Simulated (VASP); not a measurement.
TiAl (space group P4/mmm): the measured cell of entry 1545053 of the Crystallography Open Database is

```xyz
2
Lattice="2.8416 0.0000 0.0000 0.0000 2.8416 0.0000 0.0000 0.0000 4.0654" Properties=species:S:1:pos:R:3 pbc="T T T"
Al     1.4208     1.4208     2.0327
Ti     0.0000     0.0000     0.0000
```

Calculation: r2SCAN+rVV10, VASP's PBE PAW potentials (set 64) (plane waves; VASP). Run with 400 eV cut-off, 14×14×10 Γ-centred mesh, tetrahedra with Blöchl corrections, potentials Al Ti_sv.

The calculation is for a static lattice at zero pressure; the measurement, at 300 K, holds thermal and zero-point expansion. The entry's conditions were not checked, so it may have been measured under pressure.

Problem. How far does the relaxed conventional cell lie from the measured one?

Solution. 
```
             measured  computed  difference
-----------  --------  --------  ----------
a (Å)           2.842     2.810      -1.1 %
c (Å)           4.065     4.042      -0.6 %
V (Å³/atom)     16.41     15.96      -2.7 %
```

The structure comes from a measured TiAl entry (P4/mmm) of the Crystallography Open Database, whose conditions weren't checked. It was relaxed first. Symmetry was kept, so distortions that lower it aren't found. The electron count is odd and the run is not spin-polarised, which forces a metal.
